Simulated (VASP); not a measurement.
Output of a VASP run:

**OSZICAR**
```
...
DAV:   3    -0.113914932096E+03   -0.18707E+01   -0.18624E+01  2559   0.307E+01
DAV:   4    -0.113927729324E+03   -0.12797E-01   -0.12787E-01  2398   0.259E+00
DAV:   5    -0.113927914504E+03   -0.18518E-03   -0.18518E-03  2554   0.313E-01    0.252E+00
DAV:   6    -0.108343847693E+03    0.55841E+01   -0.23233E+00  2188   0.160E+01    0.335E+00
DAV:   7    -0.106745671225E+03    0.15982E+01   -0.17363E-01  2201   0.488E+00    0.286E+00
DAV:   8    -0.108663509907E+03   -0.19178E+01   -0.52984E-01  2195   0.692E+00    0.177E+00
DAV:   9    -0.106346452067E+03    0.23171E+01   -0.23390E-01  2193   0.441E+00    0.738E-01
DAV:  10    -0.106346114098E+03    0.33797E-03   -0.11476E-03  2391   0.228E-01    0.742E-01
DAV:  11    -0.106346291793E+03   -0.17769E-03   -0.13109E-05  2464   0.254E-02    0.741E-01
DAV:  12    -0.106328435626E+03    0.17856E-01   -0.15841E-02  2207   0.764E-01    0.614E-01
DAV:  13    -0.106290907624E+03    0.37528E-01   -0.12922E-02  2256   0.732E-01    0.388E-01
DAV:  14    -0.106340365622E+03   -0.49458E-01   -0.28149E-02  2233   0.121E+00    0.287E-01
DAV:  15    -0.106354225624E+03   -0.13860E-01   -0.92861E-03  2191   0.570E-01    0.928E-02
DAV:  16    -0.106358742371E+03   -0.45167E-02   -0.81090E-03  2210   0.653E-01    0.122E-01
DAV:  17    -0.106358891759E+03   -0.14939E-03   -0.10528E-04  2372   0.717E-02    0.986E-02
DAV:  18    -0.106358987694E+03   -0.95936E-04   -0.19989E-05  2286   0.425E-02    0.984E-02
DAV:  19    -0.106359231083E+03   -0.24339E-03   -0.75778E-05  2254   0.726E-02    0.929E-02
DAV:  20    -0.106359366295E+03   -0.13521E-03   -0.75041E-05  2217   0.812E-02    0.755E-02
DAV:  21    -0.106359321876E+03    0.44419E-04   -0.15707E-04  2266   0.110E-01    0.583E-02
DAV:  22    -0.106359445628E+03   -0.12375E-03   -0.34269E-05  2222   0.424E-02    0.610E-02
DAV:  23    -0.106359448396E+03   -0.27680E-05   -0.39541E-06  2305   0.153E-02    0.633E-02
DAV:  24    -0.106359497826E+03   -0.49430E-04   -0.68543E-06  2219   0.241E-02    0.594E-02
DAV:  25    -0.106359525645E+03   -0.27819E-04   -0.89323E-06  2243   0.254E-02    0.572E-02
DAV:  26    -0.106359559311E+03   -0.33667E-04   -0.48006E-06  2227   0.161E-02    0.547E-02
DAV:  27    -0.106359579837E+03   -0.20526E-04   -0.63802E-06  2229   0.216E-02    0.511E-02
DAV:  28    -0.106359587014E+03   -0.71763E-05   -0.62002E-07  2302   0.626E-03    0.496E-02
DAV:  29    -0.106359609866E+03   -0.22852E-04   -0.10534E-05  2227   0.274E-02    0.408E-02
DAV:  30    -0.106359622060E+03   -0.12194E-04   -0.25643E-05  2228   0.468E-02    0.211E-02
DAV:  31    -0.106359621432E+03    0.62788E-06   -0.36798E-06  2345   0.175E-02    0.145E-02
DAV:  32    -0.106359623817E+03   -0.23845E-05   -0.23522E-06  2257   0.146E-02    0.707E-03
DAV:  33    -0.106359624013E+03   -0.19636E-06   -0.49910E-07  2281   0.673E-03    0.408E-03
DAV:  34    -0.106359626116E+03   -0.21023E-05   -0.10787E-06  2196   0.883E-03    0.977E-04
DAV:  35    -0.106359625648E+03    0.46732E-06   -0.58019E-08  1872   0.209E-03    0.385E-04
DAV:  36    -0.106359626028E+03   -0.37931E-06   -0.15058E-08  1392   0.125E-03    0.199E-04
DAV:  37    -0.106359625839E+03    0.18832E-06   -0.20896E-09  1099   0.417E-04    0.855E-05
DAV:  38    -0.106359625929E+03   -0.89632E-07   -0.10242E-09  1095   0.273E-04    0.523E-05
DAV:  39    -0.106359625890E+03    0.38448E-07   -0.93725E-11  1093   0.970E-05    0.190E-05
DAV:  40    -0.106359625936E+03   -0.45665E-07   -0.15180E-10  1090   0.106E-04    0.248E-05
DAV:  41    -0.106359625933E+03    0.33083E-08   -0.99008E-12  1088   0.338E-05
   1 F= -.10635963E+03 E0= -.10635909E+03  d E =-.106360E+03
```

File OUTCAR:
```
------------------------ aborting loop because EDIFF is reached ----------------------------------------
  FORCE on cell =-STRESS in cart. coord.  units (eV):
  Direction    XX          YY          ZZ          XY          YZ          ZX
  --------------------------------------------------------------------------------------
  Total        0.0060939      0.0060939     -0.0146706      0.0000000      0.0000000     -0.0000000
  in kB        0.1619538      0.1619538     -0.3898936      0.0000000      0.0000000     -0.0000000
  external PRESSURE =      -0.0219954 kB  Pullay stress =       0.0000000 kB
  volume of cell :       60.29
      direct lattice vectors                 reciprocal lattice vectors
     1.768636066 -3.063367636  0.000000000     0.282703723 -0.163219065  0.000000000
     1.768636066  3.063367636  0.000000000     0.282703723  0.163219065  0.000000000
     0.000000000  0.000000000  5.563448213     0.000000000  0.000000000  0.179744641
 POSITION                                       TOTAL-FORCE (eV/Angst)
 -----------------------------------------------------------------------------------
      1.76864      1.02112      1.39086        -0.000000      0.000000      0.000000
      1.76864     -1.02112      4.17259         0.000000     -0.000000      0.000000
 -----------------------------------------------------------------------------------
    total drift:                               -0.000016      0.000472      0.000011
  FREE ENERGIE OF THE ION-ELECTRON SYSTEM (eV)
  ---------------------------------------------------
  free  energy   TOTEN  =      -106.3596259328 eV

  energy  without entropy=     -106.3580108487  energy(sigma->0) =     -106.35908757

 reached required accuracy - stopping structural energy minimisation
```
(Selected blocks of OUTCAR.)

POSCAR:
```
Tl
1
    1.7686360657    -3.0633676357     0.0000000000
    1.7686360657     3.0633676357    -0.0000000000
    0.0000000000     0.0000000000     5.5634482129
Tl
2
Direct
  0.3333330000   0.6666670000   0.2500000000
  0.6666670000   0.3333330000   0.7500000000
```

Problem. Write an INCAR and KPOINTS that could have produced this output.

Solution. This is not unique; one that fits is the input of the run itself, r2SCAN meta-GGA, plane waves, VASP's PBE PAW potentials (set 64).

### INCAR
```
! general
SYSTEM  = Tl
PREC    = Accurate
ENCUT   = 400
LREAL   = .False.
LASPH   = .True.

! electronic loop
EDIFF   = 1E-8
NELM    = 100
ALGO    = Normal
LMAXMIX = 4
LMIXTAU = .True.

! smearing
ISMEAR  = 1
SIGMA   = 0.1

! functional
METAGGA = R2SCAN

! ions
IBRION  = 1
NSW     = 30
ISIF    = 2
EDIFFG  = -0.001

! output
LWAVE   = .False.
LCHARG  = .False.
```

### KPOINTS
```
kpoints
0
gamma
11 11 6
0 0 0
```

POTCAR, in this order: Tl_d (PBE.64 set). Program: vasp_std.

The compound is Tl in the hcp structure. It was relaxed first, which changed the volume by +5 %. The start is the result of an earlier pass.
